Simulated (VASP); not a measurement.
# A VASP study of BaZrO3 (r2SCAN): structure first, properties next, part 2 of 5

How well does r2SCAN reproduce what experiment finds for BaZrO3? The cell is relaxed first, and properties follow on it. The start is a cell from a database of measured crystal structures.

VASP 6.6.1; r2SCAN; plane waves and PAW (Ba_sv, Zr_sv, O).

So far, gap on the k-mesh (eV): step 2 (relaxing cell and atoms (r2SCAN)) 3.66. The relaxed cell has a = 4.214 Å (conventional setting).

## 3. Second relaxation

The basis stayed that of the start cell while the cell moved. A rerun from the cell reached resets it; the error of the finite cutoff stays.

The input, INCAR:

```
SYSTEM = BaZrO3
PREC = Accurate
ENCUT = 520
EDIFF = 1E-06
NELM = 100
ISMEAR = 0
SIGMA = 0.05
LREAL = .FALSE.
ALGO = Normal
METAGGA = R2SCAN
LASPH = .TRUE.
NBANDS = 26
LORBIT = 11
LWAVE = .FALSE.
LCHARG = .FALSE.
KPAR = 4
IBRION = 2
NSW = 60
ISIF = 3
EDIFFG = -0.01
```

The input, POSCAR:

```
BaZrO3
1.0
    4.2138674132      0.0000000000      0.0000000000
    0.0000000000      4.2138674132      0.0000000000
    0.0000000000      0.0000000000      4.2138674132
Ba Zr O
1 1 3
Direct
    0.0000000000      0.0000000000      0.0000000000
    0.5000000000      0.5000000000      0.5000000000
    0.0000000000      0.5000000000      0.5000000000
    0.5000000000      0.0000000000      0.5000000000
    0.5000000000      0.5000000000      0.0000000000
```

The input, KPOINTS:

```
Automatic mesh
0
Gamma
6 6 6
0 0 0
```

Potentials, in the order of the species: Ba_sv, Zr_sv and O (PBE family, release 64).

Launch:

```console
$ mpirun -np 4 vasp_std
```

The log of the run:

```text
[banner, memory and clock lines left out]
running    4 mpi-ranks, on    1 nodes
 distrk:  each k-point on    1 cores,    4 groups
 distr:  one band on    1 cores,    1 groups

 POSCAR found type information on POSCAR BaZrO
 POSCAR found :  3 types and       5 ions
 [... a notice as in an earlier step ...]

 LDA part: xc-table for (None), standard interpolation
 POSCAR, INCAR and KPOINTS ok, starting setup
 FFT: planning ... GRIDC
 FFT: planning ... GRID_SOFT
 FFT: planning ... GRID
 WAVECAR not read
 entering main loop
       N       E                     dE             d eps       ncg     rms          rms(c)
DAV:   1     0.271420971096E+03    0.27142E+03   -0.22497E+04  1040   0.154E+03
DAV:   2    -0.842243178345E+02   -0.35565E+03   -0.34803E+03  1296   0.381E+02
DAV:   3    -0.106623396589E+03   -0.22399E+02   -0.22334E+02  1754   0.894E+01
DAV:   4    -0.107235443338E+03   -0.61205E+00   -0.61096E+00  1450   0.117E+01
DAV:   5    -0.107247348579E+03   -0.11905E-01   -0.11904E-01  1558   0.128E+00    0.288E+01
DAV:   6    -0.846929162077E+02    0.22554E+02   -0.25310E+01  1348   0.376E+01    0.100E+01
DAV:   7    -0.850624963789E+02   -0.36958E+00   -0.19699E+00  1408   0.869E+00    0.536E+00
DAV:   8    -0.851734711896E+02   -0.11097E+00   -0.10056E+00  1134   0.645E+00    0.188E+00
DAV:   9    -0.851052234931E+02    0.68248E-01   -0.31985E-01  1170   0.309E+00    0.376E-01
DAV:  10    -0.851072009915E+02   -0.19775E-02   -0.11230E-02  1396   0.733E-01    0.229E-01
DAV:  11    -0.851078248919E+02   -0.62390E-03   -0.11201E-02  1202   0.596E-01    0.177E-01
DAV:  12    -0.851074357095E+02    0.38918E-03   -0.14116E-03  1192   0.226E-01    0.482E-02
DAV:  13    -0.851074095136E+02    0.26196E-04   -0.16755E-04  1314   0.704E-02    0.889E-03
DAV:  14    -0.851074104417E+02   -0.92806E-06   -0.86823E-06  1446   0.186E-02
   1 F= -.85107410E+02 E0= -.85107410E+02  d E =-.851074E+02
 curvature:   0.00 expect dE= 0.000E+00 dE for cont linesearch  0.000E+00
 trial: gam= 0.00000 g(F)=  0.000E+00 g(S)=  0.863E-06 ort = 0.000E+00 (trialstep = 0.100E+01)
 search vector abs. value=  0.863E-06
 reached required accuracy - stopping structural energy minimisation
```

Elapsed: 14 s, on 4 MPI ranks of Intel Xeon 6975P-C (Granite Rapids), shared host; peak memory 0.8 GiB; 56 s of CPU time.

OUTCAR, selected parts (step 3):

```text
  LATTYP: Found a simple cubic cell.
 ALAT       =     4.2138674132

The static configuration has the point symmetry O_h .

 Found     20 irreducible k-points:

   ENCUT  =  520.0 eV  38.22 Ry    6.18 a.u.   7.84  7.84  7.84*2*pi/ulx,y,z

   NELECT =      40.0000    total number of electrons

 E-fermi :   3.6381

 k-point     1 :       0.0000    0.0000    0.0000
  band No.  band energies     occupation
    ...
     16       2.3810      2.00000
     17       2.3810      2.00000
     18       3.1096      2.00000
     19       3.1096      2.00000
     20       3.1096      2.00000
     21       7.0343      0.00000
     22       7.0343      0.00000
     23       7.0343      0.00000
     24       8.5169      0.00000
     25       8.5169      0.00000
    ...

 k-point     2 :       0.1667    0.0000    0.0000
  band No.  band energies     occupation
    ...
     16       2.1532      2.00000
     17       2.1968      2.00000
     18       2.4919      2.00000
     19       3.0218      2.00000
     20       3.0218      2.00000
     21       7.1274      0.00000
     22       7.6184      0.00000
     23       7.6184      0.00000
     24       8.9397      0.00000
     25       8.9705      0.00000
    ...

  Total        0.0054614      0.0054614      0.0054614      0.0000000      0.0000000     -0.0000000
  in kB        0.1169429      0.1169429      0.1169429      0.0000000      0.0000000     -0.0000000
  external PRESSURE =       0.1169429 kB  Pullay stress =       0.0000000 kB

  energy-cutoff  :      520.00
  volume of cell :       74.82
      direct lattice vectors                 reciprocal lattice vectors
     4.213867413  0.000000000  0.000000000     0.237311691  0.000000000  0.000000000
     0.000000000  4.213867413  0.000000000     0.000000000  0.237311691  0.000000000
     0.000000000  0.000000000  4.213867413     0.000000000  0.000000000  0.237311691

 POSITION                                       TOTAL-FORCE (eV/Angst)
 -----------------------------------------------------------------------------------
      0.00000      0.00000      0.00000         0.000000      0.000000      0.000000
      2.10693      2.10693      2.10693         0.000000      0.000000      0.000000
      0.00000      2.10693      2.10693         0.000000      0.000000      0.000000
      2.10693      0.00000      2.10693         0.000000      0.000000      0.000000
      2.10693      2.10693      0.00000         0.000000      0.000000      0.000000
 -----------------------------------------------------------------------------------
    total drift:                                0.000000     -0.000000     -0.000000

  FREE ENERGIE OF THE ION-ELECTRON SYSTEM (eV)
  ---------------------------------------------------
  free  energy   TOTEN  =       -85.1074104417 eV

  energy  without entropy=      -85.1074104417  energy(sigma->0) =      -85.10741044

 total charge
# of ion       s       p       d       tot
------------------------------------------
    1        2.010   5.646   0.240   7.897
    2        2.188   6.080   1.340   9.607
    3        1.564   3.509   0.000   5.073
    4        1.564   3.509   0.000   5.073
    5        1.564   3.509   0.000   5.073
--------------------------------------------------
tot          8.891  22.253   1.580  32.723

[... 5 parts as in an earlier step ...]

[... 6 further parts left out ...]
```

Little changed from the start: no atom moved by 0.005 Å and no cell edge by 0.1 %.

This step gave:

```
free energy (TOTEN)             : -85.1074 eV
pressure                        : 0.01169 GPa
SCF cycles over all ionic steps : 14
```

It ends with forces that vanish by symmetry and a pressure of 0.01 GPa. The volume moved by under 0.01 %: the run met its threshold at the first step.

## 4. Single point with fields (r2SCAN)

A single point on the relaxed cell gives a clean self-consistent state, with density, ELF and potential written out.

INCAR: that of step 3 with these lines changed.

```diff
@@ -14,7 +14,5 @@
 LWAVE = .FALSE.
-LCHARG = .FALSE.
-KPAR = 4
-IBRION = 2
-NSW = 60
-ISIF = 3
-EDIFFG = -0.01
+LCHARG = .TRUE.
+ISIF = 2
+LELF = .TRUE.
+LVHAR = .TRUE.
```

POSCAR is that of step 3.

KPOINTS is that of step 3.

Launch:

```console
$ mpirun -np 4 vasp_std
```

The log of the run:

```text
[banner, memory and clock lines left out]
running    4 mpi-ranks, on    1 nodes
 distrk:  each k-point on    4 cores,    1 groups
 distr:  one band on    1 cores,    4 groups

 POSCAR found type information on POSCAR BaZrO
 POSCAR found :  3 types and       5 ions
 [... a notice as in an earlier step ...]

 LDA part: xc-table for (None), standard interpolation
|                                                                             |
|           W    W    AA    RRRRR   N    N  II  N    N   GGGG   !!!           |
|           W    W   A  A   R    R  NN   N  II  NN   N  G    G  !!!           |
|           W    W  A    A  R    R  N N  N  II  N N  N  G       !!!           |
|           W WW W  AAAAAA  RRRRR   N  N N  II  N  N N  G  GGG   !            |
|           WW  WW  A    A  R   R   N   NN  II  N   NN  G    G                |
|           W    W  A    A  R    R  N    N  II  N    N   GGGG   !!!           |
|                                                                             |
|     The number of bands has been changed from the values supplied in        |
|     The orbitals not found in the WAVECAR file will be initialized with     |
|     random numbers, which is usually adequate. For correlated               |
|     calculations, however, you should redo the groundstate calculation.     |
|     I found NBANDS = 26. Now, NBANDS = 28.                                  |
|                                                                             |

 POSCAR, INCAR and KPOINTS ok, starting setup
 FFT: planning ... GRIDC
 FFT: planning ... GRID_SOFT
 FFT: planning ... GRID
 WAVECAR not read
 entering main loop
       N       E                     dE             d eps       ncg     rms          rms(c)
DAV:   1     0.251963981585E+03    0.25196E+03   -0.22379E+04  1120   0.144E+03
DAV:   2    -0.860722660096E+02   -0.33804E+03   -0.32733E+03  1388   0.357E+02
DAV:   3    -0.106624879509E+03   -0.20553E+02   -0.20477E+02  1856   0.802E+01
DAV:   4    -0.107237411139E+03   -0.61253E+00   -0.61121E+00  1580   0.107E+01
DAV:   5    -0.107247382393E+03   -0.99713E-02   -0.99701E-02  1580   0.118E+00    0.288E+01
DAV:   6    -0.847072065759E+02    0.22540E+02   -0.23437E+01  1460   0.349E+01    0.100E+01
DAV:   7    -0.850601266592E+02   -0.35292E+00   -0.17758E+00  1432   0.803E+00    0.531E+00
DAV:   8    -0.851665239117E+02   -0.10640E+00   -0.84809E-01  1188   0.580E+00    0.178E+00
DAV:   9    -0.851050651625E+02    0.61459E-01   -0.27222E-01  1248   0.275E+00    0.367E-01
DAV:  10    -0.851069218622E+02   -0.18567E-02   -0.10482E-02  1452   0.659E-01    0.191E-01
DAV:  11    -0.851077423584E+02   -0.82050E-03   -0.67275E-03  1312   0.460E-01    0.152E-01
DAV:  12    -0.851074247175E+02    0.31764E-03   -0.10267E-03  1252   0.180E-01    0.442E-02
DAV:  13    -0.851074097383E+02    0.14979E-04   -0.11566E-04  1440   0.610E-02    0.615E-03
DAV:  14    -0.851074104176E+02   -0.67923E-06   -0.59807E-06  1504   0.147E-02
   1 F= -.85107410E+02 E0= -.85107410E+02  d E =-.197296E-17
```

Wall time 14 s (4 MPI ranks); peak memory 0.55 GiB.

From OUTCAR (step 4):

```text
The static configuration has the point symmetry O_h .

 Found     20 irreducible k-points:

   k-points           NKPTS =     20   k-points in BZ     NKDIM =     20   number of bands    NBANDS=     28

   NELECT =      40.0000    total number of electrons

 E-fermi :   3.6580

 k-point     1 :       0.0000    0.0000    0.0000
  band No.  band energies     occupation
    ...
     16       2.3811      2.00000
     17       2.3811      2.00000
     18       3.1097      2.00000
     19       3.1097      2.00000
     20       3.1097      2.00000
     21       7.0344      0.00000
     22       7.0344      0.00000
     23       7.0344      0.00000
     24       8.5169      0.00000
     25       8.5169      0.00000
    ...

 k-point     2 :       0.1667    0.0000    0.0000
  band No.  band energies     occupation
    ...
     16       2.1532      2.00000
     17       2.1969      2.00000
     18       2.4920      2.00000
     19       3.0219      2.00000
     20       3.0219      2.00000
     21       7.1275      0.00000
     22       7.6185      0.00000
     23       7.6185      0.00000
     24       8.9397      0.00000
     25       8.9705      0.00000
    ...

  Total        0.0034613      0.0034613      0.0034613     -0.0000000      0.0000000     -0.0000000
  in kB        0.0741156      0.0741156      0.0741156     -0.0000000      0.0000000     -0.0000000
  external PRESSURE =       0.0741156 kB  Pullay stress =       0.0000000 kB

  FREE ENERGIE OF THE ION-ELECTRON SYSTEM (eV)
  ---------------------------------------------------
  free  energy   TOTEN  =       -85.1074104176 eV

  energy  without entropy=      -85.1074104176  energy(sigma->0) =      -85.10741042

[... 9 parts as in an earlier step ...]

[... 5 further parts left out ...]
```

Numbers from this step:

```
SCF cycles   : 14
bands        : 28
Fermi energy : 3.658 eV
pressure     : 0.007412 GPa
```

Valence electrons inside each PAW sphere by angular momentum. Sphere charges, by row:

```tsv
atom	s (e)	p (e)	d (e)	tot (e)
Ba1	2.01	5.646	0.24	7.897
Zr2	2.188	6.08	1.34	9.607
O3	1.564	3.509	0	5.073
O4	1.564	3.509	0	5.073
O5	1.564	3.509	0	5.073
```

Electrostatic potential energy in the ac plane at fractional y = 0.500, with atoms of Zr and O within 0.2 Å of it. With pseudopotentials it is smooth inside the atoms' cores, unlike the true potential.

Values in eV, 14 rows by 14 columns, each cell a mean:
```
  4   4   5   5   4 -16 -45 -49 -38  -4   4   5   4   4
  4   4   5   5   4  -2 -18 -25 -12   2   4   5   5   4
  5   5   5   4   2   0  -2  -3  -2   1   3   4   5   5
  4   4   4   2  -2 -10 -18 -21 -15  -6   0   3   4   4
 -8  -2   2  -1 -11 -31 -44 -48 -41 -23  -6   1   2  -4
-45 -31  -4  -4 -24 -49 -61 -63 -59 -41 -15  -2 -12 -38
-46 -46 -11  -7 -30 -56 -64 -64 -63 -48 -21  -3 -25 -49
-49 -38  -7  -6 -27 -53 -63 -64 -61 -44 -18  -2 -18 -45
-24 -11   0  -2 -16 -39 -53 -56 -49 -31 -10   0  -2 -16
  3   4   4   1  -4 -16 -27 -30 -24 -11  -2   2   4   4
  5   5   4   3   1  -2  -6  -7  -4  -1   2   4   5   5
  5   5   5   4   4   0  -7 -11  -4   2   4   5   5   5
  4   4   5   5   4 -11 -38 -46 -31  -2   4   5   4   4
  3   4   5   5   3 -24 -49 -46 -45  -8   4   5   4   4
```
Columns run along a (4.2 Å; values clipped at the 3rd and 97th percentile), rows up along c (4.2 Å). Atoms in or near the plane, at fractional coordinates: Zr at (0.50, 0.50), O at (0.00, 0.50), O at (0.50, 0.00).

ELF in the ac plane at fractional y = 0.500, with atoms of Zr and O within 0.2 Å of it. It is the smooth field of the valence electrons, not physical close to the nuclei.

Values, 14 rows by 14 columns, each cell a mean:
```
0.02 0.02 0.09 0.40 0.71 0.81 0.71 0.61 0.76 0.81 0.62 0.26 0.05 0.02
0.05 0.04 0.06 0.24 0.57 0.77 0.81 0.80 0.81 0.72 0.46 0.14 0.04 0.05
0.31 0.23 0.10 0.09 0.23 0.40 0.47 0.50 0.46 0.34 0.16 0.07 0.14 0.26
0.65 0.58 0.34 0.11 0.08 0.18 0.29 0.32 0.25 0.13 0.07 0.16 0.46 0.62
0.81 0.79 0.62 0.21 0.17 0.52 0.70 0.73 0.66 0.38 0.13 0.34 0.72 0.81
0.69 0.79 0.74 0.30 0.37 0.76 0.80 0.78 0.80 0.66 0.25 0.46 0.81 0.76
0.42 0.70 0.77 0.34 0.46 0.79 0.76 0.70 0.78 0.73 0.32 0.50 0.80 0.61
0.60 0.76 0.76 0.32 0.41 0.78 0.79 0.76 0.80 0.70 0.29 0.47 0.81 0.71
0.80 0.81 0.68 0.25 0.25 0.66 0.78 0.79 0.76 0.52 0.18 0.40 0.77 0.81
0.74 0.68 0.45 0.14 0.08 0.25 0.41 0.46 0.37 0.17 0.08 0.23 0.57 0.71
0.44 0.35 0.16 0.08 0.14 0.25 0.32 0.34 0.30 0.21 0.11 0.09 0.24 0.40
0.11 0.08 0.06 0.16 0.45 0.68 0.76 0.77 0.74 0.62 0.34 0.10 0.06 0.09
0.02 0.02 0.08 0.35 0.68 0.81 0.76 0.70 0.79 0.79 0.58 0.23 0.04 0.02
0.01 0.02 0.11 0.44 0.74 0.80 0.60 0.42 0.69 0.81 0.65 0.31 0.05 0.02
```
Columns run along a (4.2 Å), rows up along c (4.2 Å). Atoms in or near the plane, at fractional coordinates: Zr at (0.50, 0.50), O at (0.00, 0.50), O at (0.50, 0.00).

Valence density in the ac plane at fractional y = 0.500, with atoms of Zr and O within 0.2 Å of it. It is the smooth field of the valence electrons, not physical close to the nuclei.

Ten even steps from '_' (0.0 e/Å³) to '@' (7.4 e/Å³), each cell a mean:
```
__________::**%%++..________
__________..::--::__________
______________..____________
______________..____________
....______..::--::________..
**==..__..--++**==::____::++
@@**::__..==**##**--....--%%
%%++..__..--****++::____::**
--::______::--==--..____..::
____________......__________
____________________________
____________..::..__________
__________::++**==..________
__________--%%@@**..________
```
Columns run along a (4.2 Å), rows up along c (4.2 Å). Atoms in or near the plane, at fractional coordinates: Zr at (0.50, 0.50), O at (0.00, 0.50), O at (0.50, 0.00).

In this run the pressure is 0.01 GPa, small enough to go on.

(Part 2 of 5 ends here.)

[Lines on the potential files, build, host, timing and source positions are cut from VASP's logs without a mark.]

[Logs are printed without paths, hosts, clocks, repeated set-up lines and the standing remarks that a program may print on its own settings, such as how far it seeks lower states.]

[Hosts, paths, dates, database ids (printed as entryN), source tags and the programs' standing remarks are cut or masked in the printed files.]

[Measured values are set beside computed ones only where the two were judged alike; some that the calculation misses by far are left out.]

[In band tables of VASP the shares of atoms and orbitals are scaled to a sum of 1 inside the atoms' spheres.]
